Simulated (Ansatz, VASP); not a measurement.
**Cross-check of CaPb (CaPb in the L10 ordering) between VASP and Ansatz**

Aim: how closely do two programs agree when they are given the same cell, functional and k mesh? The cell is generated by rule, not measured, and may not be a known phase. The cell is taken from a series of runs on this material, whose earlier steps may have relaxed, scaled, displaced or heated it; both programs get it as it stands.

Calculated with Ansatz 0.2.0; plane waves, with VASP 6.6.1 beside it; relaxation of cell and atoms at PBEsol and zone-centre phonons at PBEsol.

The structure was built from a prototype and need not be the compound's stable phase.

## Step 1: Starting point

The structure is tetragonal, space group P4/mmm (No. 123). Conventional cell: a = 3.535 Å, b = 3.535 Å, c = 4.560 Å, α = 90.00°, β = 90.00°, γ = 90.00°. Nearest to Ca lie 8 Pb at 3.38 Å and 4 Ca at 3.53 Å. Nearest to Pb lie 8 Ca at 3.38 Å and 4 Pb at 3.53 Å. Farther neighbours are not listed.

## Step 2: Ansatz: relaxation of cell and atoms, PBEsol

Ansatz runs on its default PAW (the set named soft_2) files.

The relaxed volume is the usual yardstick between codes: in a stiff, nearly cubic crystal its relative difference is about their pressure difference at one cell divided by the bulk modulus.

input.yaml

```yaml
crystal:
  lattice:
    - [3.5349300745, 0.0, 0.0]
    - [0.0, 3.5349300745, 0.0]
    - [0.0, 0.0, 4.5598414758]
  atoms:
    - { symbol: Ca, position: [0.0, 0.0, 0.0] }
    - { symbol: Pb, position: [0.5, 0.5, 0.5] }
kpoints:
  mp_grid: { grid: [8, 8, 6] }
hamiltonian:
  xc: pbesol
scf:
  occupations: { method: gaussian, width: 0.1 }
output:
  forces: true
  stress: true
  eigenvalues: true
relax:
  adjacent_minimum: "off"
  f_tol: 0.005
  max_steps: 80
  cell: { stress_tol: 0.05 }
```

Launch:

```sh
> ansatz run input.yaml --threads 4 --pin off --max-ram 8192MiB --backend cpu --events-out ev --progress --plain --runs-dir out
```

Numbers of over 12 decimals in the logs are rounded to 6 here.

Log:

```text
Engine: ansatz 0.2.0, aarch64-unknown-linux-gnu
Pseudopotentials: kind: paw
Pseudopotential: Ca, paw, valence charge 10, recommended cutoff 420 eV (normal), Ca.paw.azcp
Pseudopotential: Pb, paw, valence charge 14, recommended cutoff 420 eV (normal), Pb.paw.azcp
Functional definition: PBEsol
  exchange = pbesol_x
  correlation = pbesol_c
Crystal: 2 atoms, lattice volume = 56.979 Å³
Basis set: ecut = 420 eV, 1139 PW (Γ), exchange–correlation on 48×48×64 points (8 copies of the dense FFT grid, shifted against one another)
Bands: 16, of which v1, the nominal top of the filled ones, is band 12 counted from 1 (11 counted from 0)
Symmetry: 16 space group operations
Space group: P4/mmm (ITA 123), of the structure as read, at distance tolerance 3.8e-5 Å
k-points: 60 of 384
Non-local potential: Ca, projectors of the file, l = 0: 3, l = 1: 2, l = 2: 2
Non-local potential: Pb, projectors of the file, l = 0: 2, l = 1: 2, l = 2: 2, l = 3: 2
PAW form: soft (Blöchl's): semilocal exchange-correlation on the pseudo side does not see the compensation charge
PAW frozen core: Ca, regenerated for the run's functional, and the local potential with it (the file was generated under x = pbe(κ = 0.804, μ = 0.219515), c = pbe(β = 0.066725))
PAW frozen core: Pb, regenerated for the run's functional, and the local potential with it (the file was generated under x = pbe(κ = 0.804, μ = 0.219515), c = pbe(β = 0.066725))
PAW one-centre angular grid: Ca, 110 points (default); XC on 64 Gauss nodes
PAW one-centre angular grid: Pb, 590 points (default); XC on 64 Gauss nodes
Initial density: superposition of atomic densities (neutral atoms: chi_scale 0, normalization atom), corrected by the library's trained network
Initial wavefunctions: pseudopotential atomic-orbital guess
Functional: x = pbesol(κ = 0.804, μ = 0.123457), c = pbesol(β = 0.046)
SCF iter   1: F=—  HF=-13549.825785 eV  |F-HF|=—  |Δ(HF+E_count)|=         —  Δρ=2.86e-3  dr2=4.72e-3  ethr=1.77e-3  ⟨swp⟩=7.2  Hψ=5956  notcnv=0
preconditioner: auto → Kerker (q_TF=auto, 2.362 Å⁻¹)  [metal: Δε(μ)=0.065 eV  Ē_g=17.068 eV  σ=0.100 eV  W_gap=0.35  n_scr=14 (ndim 8)  ℏωp=23.1 eV  f_vac=0.000  D(μ)=0.63/eV (n_scr^D=2)]
SCF iter   2: F=—  HF=-13549.825066 eV  |F-HF|=—  |Δ(HF+E_count)|=   7.19e-4  Δρ=1.37e-3  dr2=1.12e-3  ethr=1.97e-5  ⟨swp⟩=2.5  Hψ=2080  notcnv=0
SCF iter   3: F=—  HF=-13549.824723 eV  |F-HF|=—  |Δ(HF+E_count)|=   3.43e-4  Δρ=3.27e-4  dr2=8.24e-5  ethr=4.65e-6  ⟨swp⟩=2.1  Hψ=1613  notcnv=0
SCF iter   4: F=—  HF=-13549.824698 eV  |F-HF|=—  |Δ(HF+E_count)|=   2.51e-5  Δρ=1.03e-4  dr2=7.89e-6  ethr=3.43e-7  ⟨swp⟩=2.1  Hψ=1152  notcnv=0
SCF iter   5: F=—  HF=-13549.824697 eV  |F-HF|=—  |Δ(HF+E_count)|=   7.15e-7  Δρ=3.07e-5  dr2=8.34e-7  ethr=3.29e-8  ⟨swp⟩=2.1  Hψ=1334  notcnv=0
SCF iter   6: F=-13549.824697 eV  HF=-13549.824697 eV  |F-HF|=5.49e-8  |Δ(HF+E_count)|=   4.45e-8  Δρ=8.48e-6  dr2=8.12e-8  ethr=4.17e-10  ⟨swp⟩=6.7  Hψ=4655  notcnv=0
SCF 1 converged in 6 iterations: F = -13549.824697 eV  dr2 = 8.12e-8
  greatest PAW one-centre occupation: 0.995 electrons in one spin orbital (limit 2), on the Ca atom at site 0 (counted from 0), in its partial waves of l = 0
relax step   1: F+E_penalty+E_count = -13549.82469738 eV  Δ(F+E_penalty+E_count) = +0.000e0 eV  max|allowed force component| = 4.418e-29 eV/Å  Δτ_max = 0.0000 Å  P = +0.015 GPa  Ω = 56.979 Å³  (6 SCF iters, dr2 threshold 1.00e-7 eV, accepted)
Initial density: handed on by an earlier stage of this run
Initial wavefunctions: pseudopotential atomic-orbital guess (no wavefunctions were taken with the density)
iter 1 solved again at ethr=3.41e-7 eV; its pass at ethr=3.10e-3 eV (dr2=8.18e-5 eV) is discarded
SCF iter   1: F=—  HF=-13549.824712 eV  |F-HF|=—  |Δ(HF+E_count)|=         —  Δρ=8.86e-6  dr2=8.72e-8  ethr=3.41e-7  ⟨swp⟩=2.9  Hψ=8280  notcnv=0
eigensolver tolerance schedule: the retry pair's looser diagonalisation over-reported the residual by 936.71 of it (diagonalisation noise at 0.11 of the residual, at the tolerance the schedule requests for it); recorded, not acted on — ethr = c·dr2/N_el stays at c = 1.0e-1
preconditioner: auto → Kerker (q_TF=auto, 2.362 Å⁻¹)  [metal: Δε(μ)=0.075 eV  Ē_g=17.075 eV  σ=0.100 eV  W_gap=0.40  n_scr=14 (ndim 8)  ℏωp=23.1 eV  f_vac=0.000  D(μ)=0.64/eV (n_scr^D=2)]
SCF iter   2: F=—  HF=-13549.824697 eV  |F-HF|=—  |Δ(HF+E_count)|=   1.46e-5  Δρ=5.12e-6  dr2=3.23e-8  ethr=3.63e-10  ⟨swp⟩=2.0  Hψ=1686  notcnv=0
SCF iter   3: F=—  HF=-13549.824697 eV  |F-HF|=—  |Δ(HF+E_count)|=   6.18e-9  Δρ=1.61e-6  dr2=3.85e-9  ethr=1.35e-10  ⟨swp⟩=2.0  Hψ=1078  notcnv=0
SCF iter   4: F=—  HF=-13549.824697 eV  |F-HF|=—  |Δ(HF+E_count)|=  8.04e-10  Δρ=3.78e-7  dr2=9.66e-11  ethr=1.61e-11  ⟨swp⟩=2.0  Hψ=1132  notcnv=0
SCF iter   5: F=-13549.824697 eV  HF=-13549.824697 eV  |F-HF|=1.82e-12  |Δ(HF+E_count)|=  3.64e-12  Δρ=8.09e-8  dr2=6.31e-12  ethr=1.00e-12  ⟨swp⟩=6.6  Hψ=4660  notcnv=0
SCF 2 converged in 5 iterations: F = -13549.824697 eV  dr2 = 6.31e-12
relax step   2: F+E_penalty+E_count = -13549.82469742 eV  Δ(F+E_penalty+E_count) = -3.443e-8 eV  max|allowed force component| = 6.952e-30 eV/Å  Δτ_max = 0.0000 Å  P = +0.015 GPa  Ω = 56.979 Å³  stress off target by 1.79e-2 GPa  SCF on the basis re-selected at this cell (its energy is not comparable with the rows above)  (5 SCF iters)
basis re-selected at this cell: Δ(F+E_penalty+E_count) = -3.443e-8 eV, ΔP = +0.000 GPa vs the last step (what re-selecting the basis moved, of the pressure what is left beyond the Pulay correction that the steps carried, after the strain that the cell walked since its last selection, with what the two solves' SCF thresholds leave and, on support functions, any second-order correction that the steps lacked; it is no m [...]
SCF converged after 5 iterations
Free energy (F): -13549.824697 eV
Harris-Foulkes:  -13549.824697 eV  (|F-HF|=1.82e-12)
Internal energy: -13549.821504 eV  (E = F + TS)
E sigma→0 (E₀):  -13549.823101 eV
Entropy (-TS):   -0.003193 eV (-1.597 meV/atom)
Fermi energy:    9.809185 eV
--- Per-component energies (eV) ---
  E_band       = -171.484179
  E_kinetic    = 570.047838
  E_local      = -1744.371500  (includes V_loc(G=0)·N_el)
  E_nonlocal   = 416.156080
  E_hartree    = 647.513933
  E_xc         = -354.785046
  E_vxc        = -303.261430  (∫ρ·V_xc dr)
  E_paw        = -11095.239054  (= ΣΔE_a)
  E_vpaw       = -405.083090  (= ΣTr[D̂ρ^β])
  E_aug_tail   = 0.000040  (compensation charges beyond the density's cutoff)
  E_ewald      = -1989.324706
  E_core_change = 0.180911  (= ΣΔE_core)
  E_smearing   = -0.003193  (= −TS)
  E_closure    = 0.000000  (closes the sum)
  Σ components = -13549.824697   (vs F -13549.824697, Δ=0.00e0)
--- Forces (eV/Å), atoms counted from 1 ---
  atom   1  Ca    -0.00000000    -0.00000000     0.00000000
  atom   2  Pb     0.00000000    -0.00000000     0.00000000
  max |Σ_I F_I| component: 1.27e-29 eV/Å
--- Stress (GPa, compression-positive) ---
        0.014248       0.000000       0.000000
        0.000000       0.014248       0.000000
        0.000000       0.000000       0.017885
  P = ⅓ Tr σ = 0.0155 GPa (0.155 kbar)
--- Band table (eV; the first three rows and the last of 60) ---
  k-point 0: bands = [... 8 lower, -6.7052, -0.3416, 9.1484, 9.7576, 10.9272, 13.1828, 13.1828, 13.6544]
  k-point 1: bands = [... 8 lower, -6.7049, -0.2051, 7.5269, 10.9445, 11.2048, 12.5121, 12.5121, 14.3179]
  k-point 2: bands = [... 8 lower, -6.7031, 0.1078, 6.0636, 10.9803, 11.9734, 11.9734, 12.2395, 14.3058]
  k-point 59: bands = [... 8 lower, -6.5795, 3.3456, 7.5507, 7.5507, 8.0100, 13.1149, 13.2467, 13.2467]
--- Relaxed structure (1 steps of the walk, 1 accepted, 1 SCFs on fresh bases) ---
  F+E_penalty+E_count = -13549.82469742 eV   max|allowed force component| = 6.952e-30 eV/Å   (the final SCF, on the basis selected at the relaxed cell)
  cell:  # Å, volume = 56.9786 Å³
    - [3.5349300745, 0.0, 0.0]
    - [0.0, 3.5349300745, 0.0]
    - [0.0, 0.0, 4.5598414758]
  atoms:
    - { symbol: Ca, position: [0.0, 0.0, 0.0] }
    - { symbol: Pb, position: [0.5, 0.5, 0.5] }
```

## Step 3: VASP: relaxation of cell and atoms, PBEsol

The same cell, functional, mesh and smearing now go to VASP, with its own data sets.

Lines of VASP's logs that name or quote its potential files are left out, and so is its time.

INCAR

```
SYSTEM = CaPb
PREC = Accurate
ENCUT = 500
EDIFF = 1E-07
NELM = 120
ISMEAR = 0
SIGMA = 0.1
LREAL = .FALSE.
ALGO = Normal
GGA = PS
NBANDS = 18
LORBIT = 11
LWAVE = .FALSE.
LCHARG = .FALSE.
ISIF = 3
IBRION = 2
NSW = 80
EDIFFG = -0.005
LASPH = .TRUE.
GGA_COMPAT = .FALSE.
NELMIN = 4
```

POSCAR

```
CaPb
1.0
    3.5349300000      0.0000000000      0.0000000000
    0.0000000000      3.5349300000      0.0000000000
    0.0000000000      0.0000000000      4.5598410000
Ca Pb
1 1
Direct
    0.0000000000      0.0000000000      0.0000000000
    0.5000000000      0.5000000000      0.5000001097
```

KPOINTS

```
Automatic mesh
0
Gamma
8 8 6
0 0 0
```

PAW data sets: Ca_sv and Pb_d (PBE family, release 64).

Launch:

```sh
> mpirun -np 1 vasp_std
```

Log:

```text
[banner, memory and clock lines left out]
running    1 mpi-ranks, on    1 nodes
 distrk:  each k-point on    1 cores,    1 groups
 distr:  one band on    1 cores,    1 groups

 POSCAR found type information on POSCAR CaPb
 POSCAR found :  2 types and       2 ions
|                                                                             |
|               ----> ADVICE to this user running VASP <----                  |
|                                                                             |
|     You enforced a specific xc type in the INCAR file but a different       |
|     [... a line on the potential file left out ...]
|     I HOPE YOU KNOW WHAT YOU ARE DOING!                                     |
|                                                                             |

 LDA part: xc-table for (Slater+PW92), standard interpolation
 POSCAR, INCAR and KPOINTS ok, starting setup
 FFT: planning ... GRIDC
 FFT: planning ... GRID_SOFT
 FFT: planning ... GRID
 WAVECAR not read
 entering main loop
       N       E                     dE             d eps       ncg     rms          rms(c)
DAV:   1     0.224185473493E+03    0.22419E+03   -0.12145E+04  2160   0.143E+03
DAV:   2     0.370272136812E+01   -0.22048E+03   -0.21632E+03  2180   0.369E+02
DAV:   3    -0.695568817100E+01   -0.10658E+02   -0.10543E+02  3084   0.965E+01
DAV:   4    -0.734074403170E+01   -0.38506E+00   -0.38341E+00  3480   0.161E+01
DAV:   5    -0.734984014228E+01   -0.90961E-02   -0.90821E-02  3042   0.184E+00    0.339E+00
DAV:   6    -0.729347949156E+01    0.56361E-01   -0.99716E-02  3006   0.408E+00    0.200E+00
DAV:   7    -0.727694928616E+01    0.16530E-01   -0.49200E-02  2808   0.297E+00    0.304E-01
DAV:   8    -0.727585212789E+01    0.10972E-02   -0.77122E-03  3592   0.851E-01    0.670E-02
DAV:   9    -0.727595214553E+01   -0.10002E-03   -0.42513E-04  2746   0.192E-01    0.381E-02
DAV:  10    -0.727594740191E+01    0.47436E-05   -0.53096E-05  3012   0.635E-02    0.590E-03
DAV:  11    -0.727594744519E+01   -0.43280E-07   -0.36134E-06  3302   0.158E-02    0.305E-03
DAV:  12    -0.727594771878E+01   -0.27359E-06   -0.43110E-07  2894   0.676E-03    0.117E-03
DAV:  13    -0.727594766675E+01    0.52029E-07   -0.47582E-08  1494   0.222E-03
   1 F= -.72759477E+01 E0= -.72743509E+01  d E =-.727595E+01
 curvature:   0.00 expect dE= 0.000E+00 dE for cont linesearch  0.000E+00
 trial: gam= 0.00000 g(F)=  0.000E+00 g(S)=  0.112E-04 ort = 0.000E+00 (trialstep = 0.100E+01)
 search vector abs. value=  0.112E-04
 bond charge predicted
       N       E                     dE             d eps       ncg     rms          rms(c)
DAV:   1    -0.727613893406E+01   -0.19122E-03   -0.58214E-03  2328   0.110E+00    0.720E-02
DAV:   2    -0.727598606899E+01    0.15287E-03   -0.42709E-04  2962   0.274E-01    0.335E-02
DAV:   3    -0.727595367082E+01    0.32398E-04   -0.13144E-04  3426   0.145E-01    0.319E-03
DAV:   4    -0.727595389371E+01   -0.22290E-06   -0.97746E-06  3402   0.184E-02    0.304E-03
DAV:   5    -0.727595339983E+01    0.49388E-06   -0.19869E-06  3844   0.743E-03    0.154E-03
DAV:   6    -0.727595322973E+01    0.17011E-06   -0.60887E-08  1762   0.280E-03    0.686E-04
DAV:   7    -0.727595296884E+01    0.26088E-06   -0.33926E-08  1496   0.137E-03    0.907E-05
DAV:   8    -0.727595298637E+01   -0.17530E-07   -0.13436E-08  1254   0.111E-03
   2 F= -.72759530E+01 E0= -.72743508E+01  d E =-.531962E-05
 trial-energy change:   -0.000005  1 .order   -0.000006   -0.000011   -0.000000
 step:   1.0057(harm=  1.0057)  dis= 0.00000  next Energy=    -7.275953 (dE=-0.565E-05)
 reached required accuracy - stopping structural energy minimisation
```

OUTCAR, selected parts (step 3):

```text
ion  position               nearest neighbor table
   1  0.000  0.000  0.000-   2 3.38   2 3.38   2 3.38   2 3.38   2 3.38   2 3.38   2 3.38   2 3.38

  LATTYP: Found a simple tetragonal cell.
 ALAT       =     3.5349300000
 C/A-ratio  =     1.2899381317

 Subroutine GETGRP returns: Found 16 space group operations
 (whereof 16 operations were pure point group operations)

The static configuration has the point symmetry D_4h.

 Found     60 irreducible k-points:

   k-points           NKPTS =     60   k-points in BZ     NKDIM =     60   number of bands    NBANDS=     18

   dimension x,y,z NGX =    28 NGY =   28 NGZ =   36
   dimension x,y,z NGXF=    56 NGYF=   56 NGZF=   72

   ENCUT  =  500.0 eV  36.75 Ry    6.06 a.u.   6.44  6.44  8.31*2*pi/ulx,y,z

   NELECT =      24.0000    total number of electrons

 k-points in reciprocal lattice and weights: Automatic mesh
   0.00000000  0.00000000  0.00000000       0.003
   0.12500000  0.00000000  0.00000000       0.010
   0.25000000  0.00000000  0.00000000       0.010
   0.37500000  0.00000000  0.00000000       0.010
   0.50000000  0.00000000  0.00000000       0.005
   0.12500000  0.12500000  0.00000000       0.010
   0.25000000  0.12500000  0.00000000       0.021
   0.37500000  0.12500000  0.00000000       0.021
   0.50000000  0.12500000  0.00000000       0.010
[...]
0.50000000  0.37500000  0.50000000       0.010
   0.50000000  0.50000000  0.50000000       0.003

 average (electrostatic) potential at core
       1 -44.4186       2 -91.1917

 E-fermi :   5.6523

 k-point     1 :       0.0000    0.0000    0.0000
  band No.  band energies     occupation
    ...
      8     -10.8455      2.00000
      9     -10.8455      2.00000
     10      -4.5077      2.00000
     11       4.9946      2.00000
     12       5.5984      1.55401
     13       6.7703      0.00000
     14       9.0273      0.00000
     15       9.0273      0.00000
     16       9.5003      0.00000
     17       9.5003      0.00000
    ...

 k-point     2 :       0.1250    0.0000    0.0000
  band No.  band energies     occupation
    ...
      7     -10.8565      2.00000
      8     -10.8565      2.00000
      9     -10.8441      2.00000
     10      -4.3273      2.00000
     11       5.0032      2.00000
     12       5.7965      0.04130
     13       6.2375      0.00000
     14       7.7931      0.00000
     15       8.8326      0.00000
     16       9.5168      0.00000
    ...

 k-point     3 :       0.2500    0.0000    0.0000
  band No.  band energies     occupation
    ...
      8     -10.8646      2.00000
      9     -10.8405      2.00000
     10      -3.8122      2.00000
     11       4.2667      2.00000
     12       4.9993      2.00000
     13       6.2855      0.00000
     14       8.0014      0.00000
     15       8.4529      0.00000
     16       9.5574      0.00000
     17       9.8414      0.00000
    ...

  Total       -0.0009263     -0.0009263      0.0013004      0.0000000     -0.0000000     -0.0000000
  in kB       -0.0260226     -0.0260226      0.0365339      0.0000000     -0.0000000     -0.0000000
  external PRESSURE =      -0.0051704 kB  Pullay stress =       0.0000000 kB

  energy-cutoff  :      500.00
  volume of cell :       57.03
      direct lattice vectors                 reciprocal lattice vectors
     3.535783513  0.000000000  0.000000000     0.282822745  0.000000000  0.000000000
     0.000000000  3.535783513  0.000000000     0.000000000  0.282822745  0.000000000
     0.000000000  0.000000000  4.561633849     0.000000000 -0.000000000  0.219219699

 POSITION                                       TOTAL-FORCE (eV/Angst)
 -----------------------------------------------------------------------------------
      0.00000      0.00000      0.00000         0.000000      0.000000      0.000000
      1.76789      1.76789      2.28082         0.000000      0.000000      0.000000
 -----------------------------------------------------------------------------------
    total drift:                                0.000000      0.000000     -0.000378

  FREE ENERGIE OF THE ION-ELECTRON SYSTEM (eV)
  ---------------------------------------------------
  free  energy   TOTEN  =        -7.2759529864 eV

  energy  without entropy=       -7.2727485563  energy(sigma->0) =       -7.27435077

 reached required accuracy - stopping structural energy minimisation

 total charge
# of ion       s       p       d       tot
------------------------------------------
    1        2.050   5.840   0.264   8.155
    2        1.294   0.999   9.782  12.076
--------------------------------------------------
tot          3.345   6.839  10.047  20.230

[... 3 further parts left out ...]
```

CONTCAR:

```
CaPb
   1.00000000000000
     3.5357835126391741    0.0000000000000000    0.0000000000000000
     0.0000000000000000    3.5357835126391741    0.0000000000000000
     0.0000000000000000    0.0000000000000000    4.5616338485666112
  Ca              Pb
     1     1
Direct
     0.0000000000000000    0.0000000000000000    0.0000000000000000
     0.5000000000000000    0.5000000000000000    0.5000001096999966
```

The run keeps the 16 symmetry operations of its start, so it cannot find a distortion of lower symmetry.

## Step 4: Side by side

Known differences besides the potentials themselves: the cutoff is 420 eV in Ansatz and 500 eV in VASP; Ansatz makes its cores anew for this functional, VASP keeps those of its PBE data sets; Ansatz adds a Pulay correction to the stress that steers its cell, VASP none. Total energies have different zeros and are not compared.

Both answers:

```tsv
quantity	Ansatz	VASP	difference
volume (Å³)	56.98	57.03	-0.09 %
edge a after relaxation, in the typed setting (Å)	3.535	3.536	-0.03 %
edge c after relaxation, in the typed setting (Å)	4.560	4.562	-0.04 %
```

(Continued in part 2 of 2.)

[Lines on the potential files, build, host, timing and source positions are cut from VASP's logs without a mark.]

[Logs are printed without paths, hosts, clocks, repeated set-up lines and the standing remarks that a program may print on its own settings, such as how far it seeks lower states.]

[Hosts, paths, dates, database ids (printed as entryN), source tags and the programs' standing remarks are cut or masked in the printed files.]
